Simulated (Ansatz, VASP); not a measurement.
**La3InB: VASP beside Ansatz**

Contents of INCAR:

```
PREC     = Accurate       # precision mode
ENCUT    = 520            # plane-wave cutoff, eV
EDIFF    = 1E-7           # SCF threshold, eV
ISMEAR   = 1              # smearing method
SIGMA    = 0.1            # smearing width, eV
LREAL    = False          # projectors in reciprocal space
LASPH    = True           # aspherical terms in the spheres
NELM     = 100            # most SCF steps
ALGO     = Normal         # electronic algorithm
ISIF     = 2              # what is computed and relaxed
LWAVE    = False          # write WAVECAR
LCHARG   = True           # write CHGCAR
GGA      = PE             # functional
LELF     = True           # ELF
LVHAR    = True         
NBANDS   = 32             # bands
```

Contents of KPOINTS:

```
Automatic mesh
0
Gamma
  5 5 5
```

POSCAR

```
La3InB
1.0
    5.3289490000      0.0000000000      0.0000000000
    0.0000000000      5.3289490000      0.0000000000
    0.0000000000      0.0000000000      5.3289490000
La In B
3 1 1
Direct
    0.5000000000      0.0000000000      0.5000000000
    0.5000000000      0.5000000000      0.0000000000
    0.0000000000      0.5000000000      0.5000000000
    0.0000000000      0.0000000000      0.0000000000
    0.5000000000      0.5000000000      0.5000000000
```

Input for Ansatz:

```yaml
crystal:
  lattice:
    - [5.328949, 0.0, 0.0]
    - [0.0, 5.328949, 0.0]
    - [0.0, 0.0, 5.328949]
  atoms:
    - { symbol: La, position: [0.5, 0.0, 0.5] }
    - { symbol: La, position: [0.5, 0.5, 0.0] }
    - { symbol: La, position: [0.0, 0.5, 0.5] }
    - { symbol: In, position: [0.0, 0.0, 0.0] }
    - { symbol: B, position: [0.5, 0.5, 0.5] }
kpoints:
  mp_grid:
    grid: [5, 5, 5]
hamiltonian:
  xc: pbe
scf:
  occupations:
    method: cold
    width: 0.1
output:
  forces: true
  stress: true
```

The cell comes from a database or a generator and needn't be the stable form of this composition.

Alike in both runs: task single point; functional PBE; k mesh 5 × 5 × 5; no spin polarisation.

|  | VASP | Ansatz |
| --- | --- | --- |
| version | VASP 6.6.1 | Ansatz 0.2.0 |
| potentials or method | VASP PAW PBE potentials, release 64 (La, In_d, B) | plane waves, PAW |
| plane-wave cutoff (eV) | 520 | 420 |
| occupations | methfessel-paxton of order 1, width 0.1 eV | cold, width 0.1 eV |
| valence electrons in the cell | 49 | 49 |

|  | VASP | Ansatz | Ansatz less VASP |
| --- | --- | --- | --- |
| pressure (GPa) | 0.3 | 0.3 | +0.02 |

Spin-orbit coupling is left out, which matters for the levels of La.
